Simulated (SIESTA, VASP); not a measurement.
An input for SIESTA (GGA PBEsol, numerical atomic orbitals TZP, PseudoDojo PBEsol standard norm-conserving potentials (rewritten from UPF to PSML)):

```
# files in the folder: Co.psml O.psml (PseudoDojo PBEsol standard)
SystemName  CoO
SystemLabel CoO

NumberOfAtoms                4
NumberOfSpecies              2
%block ChemicalSpeciesLabel
  1 27 Co
  2 8 O
%endblock ChemicalSpeciesLabel
LatticeConstant              5.217413 Ang
%block LatticeVectors
     0.816496605    0.408248302    0.408248302
     0.408248302    0.816496605    0.408248302
     0.408248302    0.408248302    0.816496605
%endblock LatticeVectors
AtomicCoordinatesFormat      Fractional
%block AtomicCoordinatesAndAtomicSpecies
     0.000000000    0.000000000    0.000000000  1
     0.500000000    0.500000000    0.500000000  1
     0.250000000    0.250000000    0.250000000  2
     0.750000000    0.750000000    0.750000000  2
%endblock AtomicCoordinatesAndAtomicSpecies

XC.functional                GGA
XC.authors                   PBEsol
PAO.BasisSize                TZP
PAO.EnergyShift              0.005 Ry
MeshCutoff                   400 Ry
%block kgrid.MonkhorstPack
    6   0   0  0.0
    0   6   0  0.0
    0   0   6  0.0
%endblock kgrid.MonkhorstPack
OccupationFunction           FD
ElectronicTemperature        10.0 meV
Spin                         polarized
%block DM.InitSpin
  1 +3.00
  2 -3.00
  3 +0.00
  4 +0.00
%endblock DM.InitSpin

MaxSCFIterations             150
SCF.Mixer.Method             Pulay
SCF.Mixer.Weight             0.1
SCF.Mixer.History            6
SCF.DM.Tolerance             1.0E-04
Diag.ParallelOverK           true
WriteForces                  true
Charge.Mulliken              end
```

Question: Translate it to VASP.

Answer: One set of files that does it:

**KPOINTS**
```
Automatic mesh
0
Gamma
6 6 6
0 0 0
```

**POSCAR**
```
CoO
1
    4.2600000000     2.1300000000     2.1300000000
    2.1300000000     4.2600000000     2.1300000000
    2.1300000000     2.1300000000     4.2600000000
Co O
2 2
Direct
  0.0000000000   0.0000000000   0.0000000000
  0.5000000000   0.5000000000   0.5000000000
  0.2500000000   0.2500000000   0.2500000000
  0.7500000000   0.7500000000   0.7500000000
```

### INCAR
```
! general
SYSTEM =CoO
PREC   =Accurate
ENCUT  =400   ! plane-wave cut-off (eV)
LREAL  =F   ! projection in real space or not
LASPH  =T

! electronic loop
EDIFF  =1E-6   ! SCF stop (eV)
NELM   =100   ! most electronic steps
ALGO   =Normal   ! blocked Davidson
LMAXMIX=4

! smearing
ISMEAR =-1
SIGMA  =0.01   ! width (eV)

! functional
GGA    =PS   ! PBEsol

! spin
ISPIN  =2   ! spin-polarised
MAGMOM =3.0 -3.0 2*0.0

! ions
ISIF   =2   ! forces and stress, cell fixed

! output
LWAVE  =F
LCHARG =F
LORBIT =11
```

POTCAR, in this order: Co O (PBE.64 set). Program: vasp_std.

Both are inputs of real runs that ended normally. What can't carry over is the choice of potentials or basis and its cut-off, and each code's defaults.

The structure is a typed CoO crystal (Fm-3m). The cell was not relaxed at this level, and it may have been scaled.
